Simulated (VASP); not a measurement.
Method: LDA (Ceperley-Alder, Perdew-Zunger), VASP's LDA PAW potentials (set 64) (plane waves; VASP).

The input files of a VASP run:

File POSCAR:
```
Si atom
12.0
  1.0000000000   0.0000000000   0.0000000000
  0.0000000000   1.0416666667   0.0000000000
  0.0000000000   0.0000000000   1.0833333333
Si
1
Cartesian
  0.0000000000   0.0000000000   0.0000000000
```

### KPOINTS
```
Automatic mesh
0
Gamma
1 1 1
0 0 0
```

INCAR:
```
SYSTEM = Si atom
PREC = Normal
ENCUT = 520
EDIFF = 1E-6
NELM = 200
ALGO = All
LREAL = .FALSE.
LASPH = .TRUE.
ISMEAR = 0
SIGMA = 0.01
ISPIN = 2
MAGMOM = 2
LORBIT = 10
LWAVE = .FALSE.
LCHARG = .FALSE.
ISYM = 0
NUPDOWN = 2
```

POTCAR, in this order: Si (LDA.64 set). Program: vasp_gam. Read from the step before: WAVECAR.

Task: What will the output report for the number of irreducible k-points (NKPTS), largest plane-wave count, FFT grid (NGX, NGY, NGZ)?

Result: 
```
Property                                      Result
--------------------------------------  ------------
number of irreducible k-points (NKPTS)             1
largest plane-wave count                       26244
FFT grid (NGX, NGY, NGZ)                70 × 70 × 80
```

The cell is a free atom in a box.
